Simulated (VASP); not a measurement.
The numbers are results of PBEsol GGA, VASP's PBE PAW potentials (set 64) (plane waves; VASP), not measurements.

VASP input:

**INCAR**
```
SYSTEM = TaSi
PREC = Accurate
ENCUT = 400
EDIFF = 1E-6
NELM = 100
ALGO = Normal
LREAL = .FALSE.
LASPH = .TRUE.
ISMEAR = 1
SIGMA = 0.1
GGA = PS
LMAXMIX = 6
LWAVE = .FALSE.
LCHARG = .FALSE.
IBRION = 2
ISIF = 3
NSW = 60
EDIFFG = -0.02
```

File KPOINTS:
```
Automatic
0
gamma
  11 11 11
0 0 0
```

### POSCAR
```
TaSi
1
   -1.6961828077     1.6961828077     5.7871100797
    1.6961828077    -1.6961828077     5.7871100797
    1.6961828077     1.6961828077    -5.7871100797
Ta Si
2 2
Direct
  0.7499029661   0.7499029661   0.0000000000
  0.4999029661   0.9999029661   0.5000000000
  0.1660970339   0.1660970339   0.0000000000
  0.9160970339   0.4160970339   0.5000000000
```

POTCAR, in this order: Ta_pv Si (PBE.64 set). Program: vasp_std.

Output

**OUTCAR**
```
 ion  position               nearest neighbor table
   1  0.750  0.750  0.000-   4 2.56   4 2.56   3 2.59   3 2.59   3 2.59   3 2.59   2 3.35   2 3.35
                             2 3.35   2 3.35
   2  0.500  1.000  0.500-   3 2.56   3 2.56   4 2.59   4 2.59   4 2.59   4 2.59   1 3.35   1 3.35
                             1 3.35   1 3.35
   3  0.166  0.166  0.000-   2 2.56   2 2.56   1 2.59   1 2.59   1 2.59   1 2.59
   4  0.916  0.416  0.500-   1 2.56   1 2.56   2 2.59   2 2.59   2 2.59   2 2.59
  LATTYP: Found a body centered tetragonal cell.
 ALAT       =     3.3923656154
 C/A-ratio  =     3.4118433776
 Subroutine PRICEL returns:
 Original cell was already a primitive cell.
 Subroutine GETGRP returns: Found  8 space group operations
The static configuration has the point symmetry C_2v.
 The point group associated with its full space group is C_4v.
The dynamic configuration has the point symmetry C_2v.
 Subroutine INISYM returns: Found  8 space group operations
 Subroutine IBZKPT returns following result:
 Found    126 irreducible k-points:

 Following reciprocal coordinates:
            Coordinates               Weight
  0.000000  0.000000  0.000000      1.000000
  0.090909  0.000000  0.000000      8.000000
  0.181818  0.000000  0.000000      8.000000
  0.272727  0.000000  0.000000      8.000000
  0.363636 -0.000000  0.000000      8.000000
  0.454545 -0.000000  0.000000      8.000000
  0.090909  0.090909  0.000000      8.000000
  0.181818  0.090909  0.000000     16.000000
  0.272727  0.090909  0.000000     16.000000
  0.363636  0.090909  0.000000     16.000000
  0.454545  0.090909  0.000000     16.000000
 -0.454545  0.090909  0.000000     16.000000
 -0.363636  0.090909 -0.000000     16.000000
 -0.272727  0.090909  0.000000     16.000000
 -0.181818  0.090909  0.000000     16.000000
 -0.090909  0.090909  0.000000      4.000000
  0.181818  0.181818  0.000000      8.000000
  0.272727  0.181818  0.000000     16.000000
...
```

OSZICAR:
```
       N       E                     dE             d eps       ncg     rms          rms(c)
DAV:   1     0.176894032978E+03    0.17689E+03   -0.14025E+04  4812   0.125E+03
DAV:   2    -0.330306558318E+02   -0.20992E+03   -0.20539E+03  5821   0.343E+02
DAV:   3    -0.393221811936E+02   -0.62915E+01   -0.60396E+01  6095   0.530E+01
DAV:   4    -0.394412437485E+02   -0.11906E+00   -0.11816E+00  5972   0.664E+00
DAV:   5    -0.394433498519E+02   -0.21061E-02   -0.21039E-02  5818   0.854E-01    0.225E+01
DAV:   6    -0.374619258744E+02    0.19814E+01   -0.72917E+00  5688   0.164E+01    0.935E+00
DAV:   7    -0.373420707572E+02    0.11986E+00   -0.63167E-01  6510   0.507E+00    0.271E+00
DAV:   8    -0.373199528394E+02    0.22118E-01   -0.53797E-02  5694   0.118E+00    0.295E-01
DAV:   9    -0.373196981309E+02    0.25471E-03   -0.24773E-03  5801   0.296E-01    0.131E-01
DAV:  10    -0.373196951972E+02    0.29337E-05   -0.15496E-04  5661   0.103E-01    0.152E-02
DAV:  11    -0.373196902862E+02    0.49111E-05   -0.39453E-05  6016   0.302E-02    0.930E-03
DAV:  12    -0.373196888113E+02    0.14749E-05   -0.28148E-06  4467   0.141E-02    0.162E-03
DAV:  13    -0.373196885977E+02    0.21353E-06   -0.14914E-07  3354   0.317E-03
   1 F= -.37319689E+02 E0= -.37318911E+02  d E =-.373197E+02
       N       E                     dE             d eps       ncg     rms          rms(c)
DAV:   1    -0.373204604994E+02   -0.77169E-03   -0.53652E-02  4887   0.207E+00    0.175E-01
DAV:   2    -0.373201448970E+02    0.31560E-03   -0.29731E-03  5136   0.493E-01    0.654E-02
DAV:   3    -0.373200557106E+02    0.89186E-04   -0.37227E-04  6265   0.148E-01    0.225E-02
DAV:   4    -0.373200513134E+02    0.43972E-05   -0.25348E-05  5650   0.306E-02    0.114E-02
DAV:   5    -0.373200498684E+02    0.14449E-05   -0.27154E-06  4104   0.134E-02    0.561E-03
DAV:   6    -0.373200494136E+02    0.45486E-06   -0.52709E-07  3093   0.594E-03
   2 F= -.37320049E+02 E0= -.37319245E+02  d E =-.360816E-03
       N       E                     dE             d eps       ncg     rms          rms(c)
DAV:   1    -0.373202708976E+02   -0.22103E-03   -0.20962E-02  4854   0.130E+00    0.109E-01
DAV:   2    -0.373201488499E+02    0.12205E-03   -0.11623E-03  5103   0.308E-01    0.408E-02
DAV:   3    -0.373201140661E+02    0.34784E-04   -0.14468E-04  6276   0.922E-02    0.140E-02
DAV:   4    -0.373201122061E+02    0.18600E-05   -0.98633E-06  5644   0.191E-02    0.714E-03
DAV:   5    -0.373201114731E+02    0.73293E-06   -0.10203E-06  3321   0.839E-03
   3 F= -.37320111E+02 E0= -.37319291E+02  d E =-.422875E-03
       N       E                     dE             d eps       ncg     rms          rms(c)
DAV:   1    -0.373205067708E+02   -0.39456E-03   -0.20066E-02  4818   0.124E+00    0.110E-01
DAV:   2    -0.373203410221E+02    0.16575E-03   -0.10573E-03  5308   0.281E-01    0.449E-02
DAV:   3    -0.373203032098E+02    0.37812E-04   -0.16344E-04  6366   0.915E-02    0.143E-02
DAV:   4    -0.373203011033E+02    0.21064E-05   -0.15021E-05  5751   0.225E-02    0.737E-03
DAV:   5    -0.373203009593E+02    0.14399E-06   -0.12705E-06  3289   0.965E-03
   4 F= -.37320301E+02 E0= -.37319463E+02  d E =-.189486E-03
       N       E                     dE             d eps       ncg     rms          rms(c)
DAV:   1    -0.373205545054E+02   -0.25340E-03   -0.19287E-02  4800   0.122E+00    0.107E-01
DAV:   2    -0.373203958200E+02    0.15869E-03   -0.10166E-03  5314   0.276E-01    0.435E-02
DAV:   3    -0.373203598149E+02    0.36005E-04   -0.15566E-04  6363   0.894E-02    0.142E-02
DAV:   4    -0.373203578410E+02    0.19738E-05   -0.14285E-05  5750   0.220E-02    0.732E-03
DAV:   5    -0.373203577288E+02    0.11224E-06   -0.12210E-06  3272   0.947E-03
   5 F= -.37320358E+02 E0= -.37319503E+02  d E =-.246256E-03
```

**OUTCAR**
```
------------------------ aborting loop because EDIFF is reached ----------------------------------------
  FORCE on cell =-STRESS in cart. coord.  units (eV):
  Direction    XX          YY          ZZ          XY          YZ          ZX
  --------------------------------------------------------------------------------------
  Total       -0.0034039     -0.0034039      0.0402034      0.0000000      0.0000000      0.0000000
  in kB       -0.0818137     -0.0818137      0.9663055      0.0000000      0.0000000      0.0000000
  external PRESSURE =       0.2675594 kB  Pullay stress =       0.0000000 kB
  volume of cell :       66.66
      direct lattice vectors                 reciprocal lattice vectors
    -1.693774974  1.693774974  5.808819351     0.000000000  0.295198599  0.086076011
     1.693774974 -1.693774974  5.808819351     0.295198599  0.000000000  0.086076011
     1.693774974  1.693774974 -5.808819351     0.295198599  0.295198599  0.000000000
 POSITION                                       TOTAL-FORCE (eV/Angst)
 -----------------------------------------------------------------------------------
      0.00000      0.00000      8.71738        -0.000000      0.000000     -0.008315
      0.00000      1.69377      0.00415         0.000000     -0.000000     -0.008315
      0.00000      0.00000      1.92437         0.000000      0.000000      0.008315
     -0.00000      1.69377      4.82878        -0.000000     -0.000000      0.008315
 -----------------------------------------------------------------------------------
    total drift:                                0.000000      0.000000      0.000328
  FREE ENERGIE OF THE ION-ELECTRON SYSTEM (eV)
  ---------------------------------------------------
  free  energy   TOTEN  =       -37.3203577288 eV

  energy  without entropy=      -37.3177924572  energy(sigma->0) =      -37.31950264

 reached required accuracy - stopping structural energy minimisation
```
(Selected blocks of OUTCAR.)

File CONTCAR:
```
TaSi
   1.00000000000000
    -1.6937749743065733    1.6937749743065733    5.8088193511730744
     1.6937749743065733   -1.6937749743065733    5.8088193511730744
     1.6937749743065733    1.6937749743065733   -5.8088193511730744
  Ta              Si
     2     2
Direct
     0.7503575646793141    0.7503575646793141    0.0000000000000000
     0.5003575646793141    0.0003575646793142    0.5000000000000000
     0.1656424353206898    0.1656424353206898    0.0000000000000000
     0.9156424353206898    0.4156424353206897    0.5000000000000000
```

The structure was generated: TaSi was put into the NbAs type (I4_1md), which need not be its known phase. This run relaxes it. Symmetry was kept, so distortions that lower it aren't found. The start is the result of an earlier pass.
